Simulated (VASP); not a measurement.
A run of VASP 6.6.1 is set up as follows.

File INCAR:

```
ALGO = Normal
EDIFF = 1E-6
ENCUT = 520
GGA = PE
ISIF = 2
ISMEAR = 0
LASPH = True
LCHARG = False
LREAL = False
LWAVE = False
NBANDS = 20
NELM = 100
PREC = Accurate
SIGMA = 0.1
```

The input KPOINTS:

```
k-points
0
Gamma
  6 6 4
```

POSCAR

```
CsReC2
1.0
    3.3859228400      0.0000000000      0.0000000000
    0.0000000000      3.3859228400      0.0000000000
    0.0000000000      0.0000000000      6.7718456800
Cs Re C
1 1 2
Direct
    0.0000000000      0.0000000000      0.5000000000
    0.0000000000      0.0000000000      0.0000000000
    0.5000000000      0.5000000000      0.2500000000
    0.5000000000      0.5000000000      0.7500000000
```

Potentials or basis: VASP PAW PBE potentials, release 64 (Cs_sv, Re, C).

Launch:

```console
$ cat potpaw_PBE.64/Cs_sv/POTCAR potpaw_PBE.64/Re/POTCAR potpaw_PBE.64/C/POTCAR > POTCAR
$ mpirun -np 1 vasp_std > vasp.out
```

(1) Predict the pressure.

(2) What does it give for the largest force?

(3) Predict the band gap on the k mesh.

## Answers

(1) -17.6 GPa.

(2) 4.186 eV/Å.

(3) none (metal or under the smearing width).

Caveat: so large a pressure means that the cell lies far from this level's equilibrium, or that cutoff or potentials fall short; forces of over 1 eV/Å show positions far from the minimum, so gaps and moduli don't describe the material at rest.
